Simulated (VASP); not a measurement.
Computed with r2SCAN meta-GGA, VASP's PBE PAW potentials (set 64) (plane waves; VASP).

VASP ran on this input.

**POSCAR**
```
ZrPbO3
1
    4.1614850710     0.0000000000    -0.0000000000
   -0.0000000000     4.1614850710    -0.0000000000
    0.0000000000     0.0000000000     4.1614850710
Zr Pb O
1 1 3
Direct
  0.0000000000   0.0000000000   0.0000000000
  0.5000000000   0.5000000000   0.5000000000
  0.5000000000   0.0000000000   0.0000000000
  0.0000000000   0.5000000000   0.0000000000
  0.0000000000   0.0000000000   0.5000000000
```

File KPOINTS:
```
kpoints
0
gamma
  7 7 7
0 0 0
```

**INCAR**
```
SYSTEM = ZrPbO3
PREC = Accurate
ENCUT = 520
EDIFF = 1E-7
NELM = 100
ALGO = Normal
LREAL = .FALSE.
LASPH = .TRUE.
ISMEAR = 0
SIGMA = 0.01
METAGGA = R2SCAN
LMIXTAU = .TRUE.
LMAXMIX = 4
LWAVE = .FALSE.
LCHARG = .FALSE.
LOPTICS = .TRUE.
LPEAD = .TRUE.
NBANDS = 78
NEDOS = 1001
CSHIFT = 0.1
```

POTCAR, in this order: Zr_sv Pb_d O (PBE.64 set). Program: vasp_std.

Output of the run:

File OSZICAR:
```
       N       E                     dE             d eps       ncg     rms          rms(c)
DAV:   1     0.384841402759E+03    0.38484E+03   -0.18385E+04  3364   0.665E+02
DAV:   2    -0.822177086431E+02   -0.46706E+03   -0.41374E+03  3336   0.232E+02
DAV:   3    -0.132228459768E+03   -0.50011E+02   -0.48083E+02  3668   0.701E+01
DAV:   4    -0.134210835386E+03   -0.19824E+01   -0.19661E+01  4032   0.126E+01
DAV:   5    -0.134248354623E+03   -0.37519E-01   -0.37495E-01  3864   0.175E+00    0.322E+01
DAV:   6    -0.112386188396E+03    0.21862E+02   -0.79950E+00  4736   0.178E+01    0.109E+01
DAV:   7    -0.109560692370E+03    0.28255E+01   -0.17518E+00  3540   0.514E+00    0.600E+00
DAV:   8    -0.114665168396E+03   -0.51045E+01   -0.77690E-01  3294   0.376E+00    0.151E+00
DAV:   9    -0.109888200653E+03    0.47770E+01   -0.42647E-01  3264   0.286E+00    0.772E-01
DAV:  10    -0.110210338739E+03   -0.32214E+00   -0.84889E-02  3290   0.109E+00    0.534E-01
DAV:  11    -0.110203616602E+03    0.67221E-02   -0.28042E-03  4098   0.168E-01    0.474E-01
DAV:  12    -0.110280719584E+03   -0.77103E-01   -0.50456E-03  3306   0.276E-01    0.436E-01
DAV:  13    -0.110359981059E+03   -0.79261E-01   -0.26178E-02  3332   0.659E-01    0.207E-01
DAV:  14    -0.110356279000E+03    0.37021E-02   -0.31574E-03  3684   0.207E-01    0.108E-01
DAV:  15    -0.110360237421E+03   -0.39584E-02   -0.12915E-03  3350   0.143E-01    0.747E-02
DAV:  16    -0.110361602035E+03   -0.13646E-02   -0.25439E-04  3352   0.607E-02    0.783E-02
DAV:  17    -0.110361644556E+03   -0.42521E-04   -0.12498E-04  3580   0.500E-02    0.556E-02
DAV:  18    -0.110361711755E+03   -0.67199E-04   -0.20590E-05  3546   0.213E-02    0.174E-02
DAV:  19    -0.110361703286E+03    0.84691E-05   -0.49907E-06  3570   0.887E-03    0.633E-03
DAV:  20    -0.110361713275E+03   -0.99887E-05   -0.16944E-06  3490   0.658E-03    0.621E-03
DAV:  21    -0.110361715989E+03   -0.27140E-05   -0.63868E-07  3350   0.318E-03    0.345E-03
DAV:  22    -0.110361715930E+03    0.58694E-07   -0.60252E-08  3360   0.106E-03
   1 F= -.11036172E+03 E0= -.11036172E+03  d E =-.328022E-18
 imaginary and real dielectric function
```

OUTCAR:
```
------------------------ aborting loop because EDIFF is reached ----------------------------------------
  FORCE on cell =-STRESS in cart. coord.  units (eV):
  Direction    XX          YY          ZZ          XY          YZ          ZX
  --------------------------------------------------------------------------------------
  Total       -0.0016536     -0.0016536     -0.0016536      0.0000000      0.0000000      0.0000000
  in kB       -0.0367622     -0.0367622     -0.0367622      0.0000000      0.0000000      0.0000000
  external PRESSURE =      -0.0367622 kB  Pullay stress =       0.0000000 kB
  volume of cell :       72.07
      direct lattice vectors                 reciprocal lattice vectors
     4.161485071  0.000000000  0.000000000     0.240298832  0.000000000  0.000000000
     0.000000000  4.161485071  0.000000000     0.000000000  0.240298832  0.000000000
     0.000000000  0.000000000  4.161485071     0.000000000  0.000000000  0.240298832
 POSITION                                       TOTAL-FORCE (eV/Angst)
 -----------------------------------------------------------------------------------
      0.00000      0.00000      0.00000         0.000000      0.000000      0.000000
      2.08074      2.08074      2.08074         0.000000      0.000000      0.000000
      2.08074      0.00000      0.00000         0.000000      0.000000      0.000000
      0.00000      2.08074      0.00000         0.000000      0.000000      0.000000
      0.00000      0.00000      2.08074         0.000000      0.000000      0.000000
 -----------------------------------------------------------------------------------
    total drift:                                0.000000      0.000000     -0.000000
  FREE ENERGIE OF THE ION-ELECTRON SYSTEM (eV)
  ---------------------------------------------------
  free  energy   TOTEN  =      -110.3617159299 eV

  energy  without entropy=     -110.3617159299  energy(sigma->0) =     -110.36171593

 plasma frequency squared (from intraband transitions) (eV^2)
  --------------------------------------------------------------------------------------
       0.000       0.000       0.000
       0.000       0.000       0.000
       0.000       0.000       0.000

 plasma frequency squared (from interband transitions, int dw w eps(2)(w)) (eV^2)
  --------------------------------------------------------------------------------------
     683.745       0.000      -0.000      -0.000      -0.000      -0.000
      -0.000       0.000     683.745       0.000       0.000       0.000
      -0.000       0.000       0.000      -0.000     683.745       0.000
```
(Selected blocks of OUTCAR.)

The structure comes from a computed database's ZrPbO3 entry (Pm-3m); how it stands against other phases isn't given here. It was relaxed first.
